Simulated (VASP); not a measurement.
Output of a VASP run:

**OSZICAR**
```
       N       E                     dE             d eps       ncg     rms          rms(c)
DAV:   1     0.430814535607E+03    0.43081E+03   -0.23430E+04  1000   0.211E+03
DAV:   2    -0.142179318854E+02   -0.44503E+03   -0.43272E+03  1184   0.518E+02
DAV:   3    -0.486013581803E+02   -0.34383E+02   -0.34246E+02  1223   0.155E+02
DAV:   4    -0.493874809305E+02   -0.78612E+00   -0.78517E+00  1696   0.212E+01
DAV:   5    -0.493916018082E+02   -0.41209E-02   -0.41195E-02  1263   0.141E+00    0.129E+01
DAV:   6    -0.387546665880E+02    0.10637E+02   -0.43258E+00  1560   0.392E+01    0.906E+00
DAV:   7    -0.369803736730E+02    0.17743E+01   -0.35941E+00  1607   0.200E+01    0.414E+00
DAV:   8    -0.416256152847E+02   -0.46452E+01   -0.18019E+00  1471   0.283E+01    0.156E+00
DAV:   9    -0.358813215659E+02    0.57443E+01   -0.12000E+00  1555   0.202E+01    0.126E+00
DAV:  10    -0.369139349108E+02   -0.10326E+01   -0.70833E-01  1011   0.735E+00    0.519E-01
DAV:  11    -0.368751316703E+02    0.38803E-01   -0.35569E-02  1227   0.261E+00    0.202E-01
DAV:  12    -0.369140856291E+02   -0.38954E-01   -0.10748E-02  1165   0.186E+00    0.113E-01
DAV:  13    -0.369155853722E+02   -0.14997E-02   -0.27672E-03  1553   0.155E+00    0.646E-02
DAV:  14    -0.369137462802E+02    0.18391E-02   -0.19085E-03  1229   0.887E-01    0.435E-02
DAV:  15    -0.369158464790E+02   -0.21002E-02   -0.26611E-04  1028   0.252E-01    0.428E-02
DAV:  16    -0.369161568013E+02   -0.31032E-03   -0.31096E-04  1167   0.317E-01    0.541E-03
DAV:  17    -0.369161708039E+02   -0.14003E-04   -0.36363E-05  1097   0.622E-02    0.402E-03
DAV:  18    -0.369161682145E+02    0.25893E-05   -0.27820E-06  1597   0.196E-02    0.383E-03
DAV:  19    -0.369161717982E+02   -0.35836E-05   -0.62716E-07  1077   0.870E-03    0.327E-03
DAV:  20    -0.369161714598E+02    0.33842E-06   -0.29649E-07   927   0.162E-02    0.156E-03
DAV:  21    -0.369161722105E+02   -0.75079E-06   -0.55843E-07  1135   0.134E-02    0.707E-04
DAV:  22    -0.369161723397E+02   -0.12916E-06   -0.55372E-08   711   0.391E-03    0.479E-04
DAV:  23    -0.369161724872E+02   -0.14747E-06   -0.22615E-08   542   0.187E-03    0.272E-04
DAV:  24    -0.369161726165E+02   -0.12928E-06   -0.12931E-08   534   0.139E-03    0.742E-05
DAV:  25    -0.369161726231E+02   -0.66866E-08   -0.39636E-09   529   0.694E-04
   1 F= -.36916173E+02 E0= -.36916173E+02  d E =-.455151E-11
```

OUTCAR:
```
------------------------ aborting loop because EDIFF is reached ----------------------------------------
  FORCE on cell =-STRESS in cart. coord.  units (eV):
  Direction    XX          YY          ZZ          XY          YZ          ZX
  --------------------------------------------------------------------------------------
  Total        2.6089620      2.6089620      2.6089620     -0.0000000      0.0000000     -0.0000000
  in kB       67.9009093     67.9009093     67.9009093     -0.0000000      0.0000000     -0.0000000
  external PRESSURE =      67.9009093 kB  Pullay stress =       0.0000000 kB
  volume of cell :       61.56
      direct lattice vectors                 reciprocal lattice vectors
     3.948519135  0.000000000  0.000000000     0.253259505  0.000000000  0.000000000
     0.000000000  3.948519135  0.000000000     0.000000000  0.253259505  0.000000000
     0.000000000  0.000000000  3.948519135     0.000000000  0.000000000  0.253259505
 POSITION                                       TOTAL-FORCE (eV/Angst)
 -----------------------------------------------------------------------------------
      0.00000      0.00000      0.00000         0.000000      0.000000      0.000000
      1.97426      1.97426      1.97426         0.000000      0.000000      0.000000
      1.97426      0.00000      1.97426         0.000000      0.000000      0.000000
      0.00000      1.97426      1.97426         0.000000      0.000000      0.000000
      1.97426      1.97426      0.00000         0.000000      0.000000      0.000000
 -----------------------------------------------------------------------------------
    total drift:                                0.000000      0.000000     -0.000000
  FREE ENERGIE OF THE ION-ELECTRON SYSTEM (eV)
  ---------------------------------------------------
  free  energy   TOTEN  =       -36.9161726231 eV

  energy  without entropy=      -36.9161726231  energy(sigma->0) =      -36.91617262
```
(Selected blocks of OUTCAR.)

File POSCAR:
```
KZnF3
1
    3.9485191351     0.0000000000     0.0000000000
    0.0000000000     3.9485191351     0.0000000000
    0.0000000000     0.0000000000     3.9485191351
K Zn F
1 1 3
Direct
  0.0000000000   0.0000000000   0.0000000000
  0.5000000000   0.5000000000   0.5000000000
  0.5000000000   0.0000000000   0.5000000000
  0.0000000000   0.5000000000   0.5000000000
  0.5000000000   0.5000000000   0.0000000000
```

Question: Write an INCAR and KPOINTS that could have produced this output.

Answer: Several could match; the one computed here: the input of the run itself, r2SCAN+rVV10, plane waves, VASP's PBE PAW potentials (set 64).

File KPOINTS:
```
Automatic mesh
0
Gamma
6 6 6
0 0 0
```

INCAR:
```
SYSTEM = KZnF3
PREC = Accurate
ENCUT = 520
EDIFF = 1E-7
NELM = 100
ALGO = Normal
LREAL = .FALSE.
LASPH = .TRUE.
ISMEAR = 0
SIGMA = 0.05
METAGGA = R2SCAN
LUSE_VDW = .TRUE.
BPARAM = 11.95
CPARAM = 0.0093
LMIXTAU = .TRUE.
LMAXMIX = 4
LWAVE = .FALSE.
LCHARG = .FALSE.
ISIF = 2
```

POTCAR, in this order: K_sv Zn F (PBE.64 set). Program: vasp_std.

The compound is KZnF3 in the cubic perovskite structure. This cell is one point of a volume scan, at 0.94 of the reference volume.
